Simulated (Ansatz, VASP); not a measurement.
## BaZnTeSe in two plane-wave programs

Wanted: the spread between two codes on one cell, functional and k mesh. The cell is invented: As first built, before any earlier steps moved the atoms (in the runner's words): it takes the ZnCdTeSe structure with some of its atoms replaced by other elements, volume scaled by an estimate. It may not be a known or stable phase. The cell is taken from a series of VASP runs on this material, whose earlier steps may have relaxed, scaled or displaced it; both programs get it as it stands. Other levels of theory on this material are compared in a session of their own. Valence electrons are named where the data sets of a main pair hold unlike numbers.

Program: Ansatz 0.2.0. Level of theory: plane waves, with VASP 6.6.1 beside it; band structure at PBEsol. Results are calculated unless marked as measured.

### 1. Starting point

The structure is trigonal, space group P3m1 (No. 156). Conventional cell: a = 4.388 Å, b = 4.388 Å, c = 8.416 Å, α = 90.00°, β = 90.00°, γ = 120.00°. Nearest to Ba lie 3 Te at 3.19 Å and 1 Se at 3.20 Å. Te has 1 Zn at 2.61 Å and 3 Ba at 3.19 Å nearest. Nearest to Se lie 3 Zn at 2.62 Å and 1 Ba at 3.20 Å. Nearest to Zn lie 1 Te at 2.61 Å and 3 Se at 2.62 Å. As first built, before any earlier steps moved the atoms (in the runner's words): sites of the ZnCdTeSe structure (space group 8) filled with other elements, volume scaled by an estimate. Farther neighbours and most contacts between anions are not listed.

### 2. Ansatz: band structure, PBEsol

Ansatz runs on its default PAW (the set named soft_2) files.

A single point gives forces, pressure and levels at one fixed geometry, so differences don't come from the geometry; what else differs is listed under the comparison.

File input.yaml:

```yaml
crystal:
  lattice:
    - [4.3879532634, 0.0, 0.0]
    - [-2.1939766317, 3.8000789976, 0.0]
    - [0.0, 0.0, 8.4161277864]
  atoms:
    - { symbol: Ba, position: [0.333333333, 0.666666667, 0.5361659259] }
    - { symbol: Te, position: [0.666666667, 0.333333333, 0.3050272947] }
    - { symbol: Se, position: [0.333333333, 0.666666667, 0.9161285621] }
    - { symbol: Zn, position: [0.666666667, 0.333333333, 0.9946772173] }
hamiltonian:
  xc: pbesol
  pseudopotentials: { kind: paw }
kpoints:
  mp_grid: { grid: [6, 6, 3] }
  band_path:
    path:
      - [0.0, 0.0, 0.0]
      - [0.13333, 0.0, 0.0]
      - [0.3, 0.0, 0.0]
      - [0.46667, 0.0, 0.0]
      - [0.46667, 0.06667, 0.0]
      - [0.41111, 0.17778, 0.0]
      - [0.35556, 0.28889, 0.0]
      - [0.28889, 0.28889, 0.0]
      - [0.17778, 0.17778, 0.0]
      - [0.06667, 0.06667, 0.0]
      - [0.0, 0.0, 0.03333]
      - [0.0, 0.0, 0.2]
      - [0.0, 0.0, 0.36667]
      - [0.0, 0.0, 0.5]
      - [0.16667, 0.0, 0.5]
      - [0.3, 0.0, 0.5]
      - [0.46667, 0.0, 0.5]
      - [0.46667, 0.06667, 0.5]
      - [0.41111, 0.17778, 0.5]
      - [0.35556, 0.28889, 0.5]
      - [0.28889, 0.28889, 0.5]
      - [0.17778, 0.17778, 0.5]
      - [0.06667, 0.06667, 0.5]
      - [0.5, 0.0, 0.46667]
      - [0.5, 0.0, 0.3]
      - [0.5, 0.0, 0.13333]
      - [0.33333, 0.33333, 0.0]
      - [0.33333, 0.33333, 0.16667]
      - [0.33333, 0.33333, 0.33333]
      - [0.33333, 0.33333, 0.5]
    npoints: 1
scf:
  occupations: { method: gaussian, width: 0.05 }
  n_extra_bands: 8
output:
  forces: true
  stress: true
  eigenvalues: true
  write_density: true
  write_potential: true
  elf: true
  volumetric_format: npy
```

The run is started by

```sh
> ansatz run input.yaml --threads 2 --pin off --max-ram 4608MiB --backend cpu --events-out ev --progress --plain --runs-dir out
```

Numbers of over 12 decimals in the logs are rounded to 6 here.

What it wrote:

```text
scf.n_extra_bands = 8 over 27 filled bands (N_el = 54.0): the run solves 35 bands
Engine: ansatz 0.2.0, aarch64-unknown-linux-gnu
Pseudopotentials: kind: paw
Pseudopotential: Ba, paw, valence charge 10, recommended cutoff 420 eV (normal), Ba.paw.azcp
Pseudopotential: Te, paw, valence charge 16, recommended cutoff 420 eV (normal), Te.paw.azcp
Pseudopotential: Se, paw, valence charge 16, recommended cutoff 420 eV (normal), Se.paw.azcp
Pseudopotential: Zn, paw, valence charge 12, recommended cutoff 420 eV (normal), Zn.paw.azcp
Functional definition: PBEsol
  exchange = pbesol_x
  correlation = pbesol_c
Crystal: 4 atoms, lattice volume = 140.335 Å³
Basis set: ecut = 420 eV, 2747 PW (Γ), exchange–correlation on 60×60×120 points (8 copies of the dense FFT grid, shifted against one another)
Bands: 35, of which v1, the nominal top of the filled ones, is band 27 counted from 1 (26 counted from 0)
Symmetry: 6 space group operations
Space group: P3m1 (ITA 156), of the structure as read, at distance tolerance 5.2e-5 Å
k-points: 17 of 108 (time reversal used)
Non-local potential: Ba, projectors of the file, l = 0: 3, l = 1: 2, l = 2: 2, l = 3: 2
Non-local potential: Te, projectors of the file, l = 0: 2, l = 1: 2, l = 2: 2, l = 3: 2
Non-local potential: Se, projectors of the file, l = 0: 2, l = 1: 2, l = 2: 3, l = 3: 1
Non-local potential: Zn, projectors of the file, l = 0: 2, l = 1: 2, l = 2: 3, l = 3: 1
PAW form: soft (Blöchl's): semilocal exchange-correlation on the pseudo side does not see the compensation charge
PAW frozen core: Ba, regenerated for the run's functional, and the local potential with it (the file was generated under x = pbe(κ = 0.804, μ = 0.219515), c = pbe(β = 0.066725))
PAW frozen core: Te, regenerated for the run's functional, and the local potential with it (the file was generated under x = pbe(κ = 0.804, μ = 0.219515), c = pbe(β = 0.066725))
PAW frozen core: Se, regenerated for the run's functional, and the local potential with it (the file was generated under x = pbe(κ = 0.804, μ = 0.219515), c = pbe(β = 0.066725))
PAW frozen core: Zn, regenerated for the run's functional, and the local potential with it (the file was generated under x = pbe(κ = 0.804, μ = 0.219515), c = pbe(β = 0.066725))
PAW one-centre angular grid: Ba, 194 points (default); XC on 64 Gauss nodes
PAW one-centre angular grid: Te, 590 points (default); XC on 64 Gauss nodes
PAW one-centre angular grid: Se, 590 points (default); XC on 64 Gauss nodes
PAW one-centre angular grid: Zn, 590 points (default); XC on 64 Gauss nodes
Initial density: superposition of atomic densities (neutral atoms: chi_scale 0, normalization atom), corrected by the library's trained network
Initial wavefunctions: pseudopotential atomic-orbital guess
Functional: x = pbesol(κ = 0.804, μ = 0.123457), c = pbesol(β = 0.046)
SCF iter   1: F=—  HF=-21472.297166 eV  |F-HF|=—  |Δ(HF+E_count)|=         —  Δρ=3.02e-3  dr2=2.55e-2  ethr=1.77e-3  ⟨swp⟩=9.6  Hψ=3228  notcnv=0  defer=7
preconditioner: auto → LDOS  [insulator: Δε(μ)=0.066 eV  Ē_g=10.442 eV  σ=0.050 eV  W_gap=0.53  n_scr=36 (ndim 8)  ℏωp=17.7 eV  f_vac=0.121  D(μ)=0.71/eV (n_scr^D=2)  ε∞_Penn≈3.9  β→1.0]
SCF iter   2: F=—  HF=-21472.297551 eV  |F-HF|=—  |Δ(HF+E_count)|=   3.86e-4  Δρ=2.85e-3  dr2=1.48e-2  ethr=4.72e-5  ⟨swp⟩=2.8  Hψ=1154  notcnv=0  defer=46
SCF iter   3: F=—  HF=-21472.292866 eV  |F-HF|=—  |Δ(HF+E_count)|=   4.69e-3  Δρ=1.26e-3  dr2=2.08e-3  ethr=2.74e-5  ⟨swp⟩=2.0  Hψ=904  notcnv=0  defer=46
SCF iter   4: F=—  HF=-21472.292080 eV  |F-HF|=—  |Δ(HF+E_count)|=   7.86e-4  Δρ=1.99e-4  dr2=8.50e-5  ethr=3.85e-6  ⟨swp⟩=2.0  Hψ=737  notcnv=0  defer=46
SCF iter   5: F=—  HF=-21472.292077 eV  |F-HF|=—  |Δ(HF+E_count)|=   2.71e-6  Δρ=8.99e-5  dr2=1.63e-5  ethr=1.57e-7  ⟨swp⟩=2.0  Hψ=1013  notcnv=0  defer=46
SCF iter   6: F=—  HF=-21472.292077 eV  |F-HF|=—  |Δ(HF+E_count)|=   5.27e-8  Δρ=3.10e-5  dr2=2.93e-6  ethr=3.02e-8  ⟨swp⟩=2.0  Hψ=737  notcnv=0  defer=46
SCF iter   7: F=—  HF=-21472.292077 eV  |F-HF|=—  |Δ(HF+E_count)|=   1.96e-7  Δρ=1.05e-5  dr2=2.11e-7  ethr=5.43e-9  ⟨swp⟩=2.0  Hψ=741  notcnv=0  defer=46
SCF iter   8: F=-21472.292077 eV  HF=-21472.292077 eV  |F-HF|=8.19e-9  |Δ(HF+E_count)|=   6.11e-8  Δρ=3.83e-6  dr2=1.87e-8  ethr=1.85e-10  ⟨swp⟩=16.0  Hψ=5108  notcnv=0
SCF 1 converged in 8 iterations: F = -21472.292077 eV  dr2 = 1.87e-8
  greatest PAW one-centre occupation: 1.000 electrons in one spin orbital (limit 2), on the Se atom at site 2 (counted from 0), in its partial waves of l = 2
NSCF: frozen V_eff on 30 k-points
SCF converged after 8 iterations
Free energy (F): -21472.292077 eV
Harris-Foulkes:  -21472.292077 eV  (|F-HF|=8.19e-9)
Internal energy: -21472.290796 eV  (E = F + TS)
E sigma→0 (E₀):  -21472.291437 eV
Entropy (-TS):   -0.001281 eV (-0.320 meV/atom)
Fermi energy:    5.973459 eV
--- Per-component energies (eV) ---
  E_band       = -756.380003
  E_kinetic    = 599.995037
  E_local      = -7236.661173  (includes V_loc(G=0)·N_el)
  E_nonlocal   = -224.628964
  E_hartree    = 3547.106798
  E_xc         = -528.584623
  E_vxc        = -389.572631  (∫ρ·V_xc dr)
  E_paw        = -13386.403055  (= ΣΔE_a)
  E_vpaw       = -599.725940  (= ΣTr[D̂ρ^β])
  E_aug_tail   = -0.001184  (compensation charges beyond the density's cutoff)
  E_ewald      = -4245.445687
  E_core_change = 2.332054  (= ΣΔE_core)
  E_smearing   = -0.001281  (= −TS)
  E_closure    = -0.000000  (closes the sum)
  Σ components = -21472.292077   (vs F -21472.292077, Δ=0.00e0)
--- Forces (eV/Å), atoms counted from 1 ---
  atom   1  Ba     0.00000000     0.00000000    -0.05364340
  atom   2  Te     0.00000000    -0.00000000     0.09014405
  atom   3  Se     0.00000000    -0.00000000    -0.04881519
  atom   4  Zn     0.00000000     0.00000000     0.01227027
  max |Σ_I F_I| component: 4.43e-5 eV/Å
--- Stress (GPa, compression-positive) ---
       -0.223650       0.000000      -0.000000
       -0.000000      -0.223650      -0.000000
       -0.000000      -0.000000      -0.410974
  P = ⅓ Tr σ = -0.2861 GPa (-2.861 kbar)
--- Band table (eV; the first three rows and the last of 17) ---
  k-point 0: bands = [... 23 lower, 4.9294, 5.0332, 5.8704, 5.8704, 5.9063, 8.8403, 9.4873, 9.4873, ... 4 higher]
  k-point 1: bands = [... 23 lower, 4.8958, 4.8958, 5.9280, 5.9280, 6.4663, 8.0709, 9.4721, 9.4721, ... 4 higher]
  k-point 2: bands = [... 23 lower, 4.6885, 5.0937, 5.2696, 5.8449, 7.1007, 8.6016, 9.1679, 9.6328, ... 4 higher]
  k-point 16: bands = [... 23 lower, 4.0512, 4.4991, 4.6657, 5.6657, 8.1261, 8.2684, 9.7619, 10.1759, ... 4 higher]
```

Wall time 11 s (2 threads of Arm Neoverse V1, shared host); peak memory 0.47 GiB.

### 3. VASP: band structure, PBEsol

The same cell, functional, mesh and smearing now go to VASP, with its own data sets.

Lines of VASP's logs that name or quote its potential files are left out, and so is its time.

File INCAR:

```
SYSTEM = BaZnTeSe
PREC = Accurate
ENCUT = 400
EDIFF = 1E-06
NELM = 100
ISMEAR = 0
SIGMA = 0.05
LREAL = .FALSE.
ALGO = Normal
GGA = PS
NBANDS = 31
LORBIT = 11
LWAVE = .FALSE.
LCHARG = .FALSE.
KPAR = 2
```

File POSCAR:

```
BaZnTeSe
1.0
    4.3879532634      0.0000000000      0.0000000000
   -2.1939766317      3.8000789976      0.0000000000
    0.0000000000      0.0000000000      8.4161277864
Ba Te Se Zn
1 1 1 1
Direct
    0.3333333330      0.6666666670      0.5361659259
    0.6666666670      0.3333333330      0.3050272947
    0.3333333330      0.6666666670      0.9161285621
    0.6666666670      0.3333333330      0.9946772173
```

File KPOINTS:

```
Automatic mesh
0
Gamma
6 6 3
0 0 0
```

File KPOINTS_OPT:

```
Line mode
16
Line-mode
Reciprocal
  0.00000000   0.00000000   0.00000000 GAMMA
  0.50000000   0.00000000   0.00000000 M

  0.50000000   0.00000000   0.00000000 M
  0.33333333   0.33333333   0.00000000 K

  0.33333333   0.33333333   0.00000000 K
  0.00000000   0.00000000   0.00000000 GAMMA

  0.00000000   0.00000000   0.00000000 GAMMA
  0.00000000   0.00000000   0.50000000 A

  0.00000000   0.00000000   0.50000000 A
  0.50000000   0.00000000   0.50000000 L

  0.50000000   0.00000000   0.50000000 L
  0.33333333   0.33333333   0.50000000 H

  0.33333333   0.33333333   0.50000000 H
  0.00000000   0.00000000   0.50000000 A

  0.50000000   0.00000000   0.50000000 L
  0.50000000   0.00000000   0.00000000 M

  0.33333333   0.33333333   0.00000000 K
  0.33333333   0.33333333   0.50000000 H
```

The projector-augmented-wave data sets are Ba_sv, Te, Se and Zn (PBE family, release 64).

The run is started by

```sh
> mpirun -np 2 vasp_std
```

What it wrote:

```text
[banner, memory and clock lines left out]
running    2 mpi-ranks, on    1 nodes
 distrk:  each k-point on    1 cores,    2 groups
 distr:  one band on    1 cores,    1 groups

 POSCAR found type information on POSCAR BaTeSeZn
 POSCAR found :  4 types and       4 ions
|                                                                             |
|               ----> ADVICE to this user running VASP <----                  |
|                                                                             |
|     You enforced a specific xc type in the INCAR file but a different       |
|     [... a line on the potential file left out ...]
|     I HOPE YOU KNOW WHAT YOU ARE DOING!                                     |
|                                                                             |

 LDA part: xc-table for (Slater+PW92), standard interpolation
 POSCAR, INCAR and KPOINTS ok, starting setup
 FFT: planning ... GRIDC
 FFT: planning ... GRID_SOFT
 FFT: planning ... GRID
 WAVECAR not read
 entering main loop
       N       E                     dE             d eps       ncg     rms          rms(c)
DAV:   1     0.207757519679E+03    0.20776E+03   -0.11829E+04  1054   0.829E+02
DAV:   2     0.578518203255E+01   -0.20197E+03   -0.18771E+03  1148   0.217E+02
DAV:   3    -0.144811361717E+02   -0.20266E+02   -0.20051E+02  1486   0.730E+01
DAV:   4    -0.151432558725E+02   -0.66212E+00   -0.65901E+00  1570   0.111E+01
DAV:   5    -0.151503690230E+02   -0.71132E-02   -0.71129E-02  1323   0.951E-01    0.625E+00
DAV:   6    -0.142358351565E+02    0.91453E+00   -0.12579E+00  1459   0.223E+01    0.421E+00
DAV:   7    -0.140779577124E+02    0.15788E+00   -0.62053E-01  1286   0.442E+00    0.176E+00
DAV:   8    -0.140708862895E+02    0.70714E-02   -0.72014E-02  1346   0.129E+00    0.755E-01
DAV:   9    -0.140717627573E+02   -0.87647E-03   -0.16187E-02  1217   0.564E-01    0.405E-01
DAV:  10    -0.140725752215E+02   -0.81246E-03   -0.18617E-03  1279   0.246E-01    0.114E-01
DAV:  11    -0.140730157012E+02   -0.44048E-03   -0.63942E-04  1180   0.146E-01    0.558E-02
DAV:  12    -0.140731156605E+02   -0.99959E-04   -0.11649E-04  1285   0.630E-02    0.245E-02
DAV:  13    -0.140731469812E+02   -0.31321E-04   -0.34805E-05  1229   0.233E-02    0.983E-03
DAV:  14    -0.140731529112E+02   -0.59301E-05   -0.11326E-05  1285   0.134E-02    0.252E-03
DAV:  15    -0.140731533148E+02   -0.40359E-06   -0.85870E-07   981   0.460E-03
   1 F= -.14073153E+02 E0= -.14072515E+02  d E =-.127579E-02
 Start KPOINTS_OPT (optional k-point list driver)
k-point batch [1-17\144]
       N       E                     dE             ncg
DAV:   1     0.407587602972E+03   -0.65636E+04     1054
DAV:   2    -0.301051060180E+04   -0.34181E+04     1127
DAV:   3    -0.335667465269E+04   -0.34616E+03     1487
DAV:   4    -0.336807769158E+04   -0.11403E+02     1548
DAV:   5    -0.336820155162E+04   -0.12386E+00     1324
DAV:   6    -0.336820452967E+04   -0.29780E-02     1483
DAV:   7    -0.336820454208E+04   -0.12416E-04     1324
DAV:   8    -0.336820454230E+04   -0.22007E-06      910
[...]
k-point batch [137-144\144]
       N       E                     dE             ncg
DAV:   1     0.837279459213E+04   -0.74751E+04      496
DAV:   2     0.682835931262E+04   -0.15444E+04      551
DAV:   3     0.668011329746E+04   -0.14825E+03      713
DAV:   4     0.667540015927E+04   -0.47131E+01      724
DAV:   5     0.667534562057E+04   -0.54539E-01      636
DAV:   6     0.667534449538E+04   -0.11252E-02      619
DAV:   7     0.667534447017E+04   -0.25202E-04      608
DAV:   8     0.667534446930E+04   -0.87597E-06      507
```

(Part 1 of 2 ends here.)

[Lines on the potential files, build, host, timing and source positions are cut from VASP's logs without a mark.]

[Logs are printed without paths, hosts, clocks, repeated set-up lines and the standing remarks that a program may print on its own settings, such as how far it seeks lower states.]

[Hosts, paths, dates, database ids (printed as entryN), source tags and the programs' standing remarks are cut or masked in the printed files.]
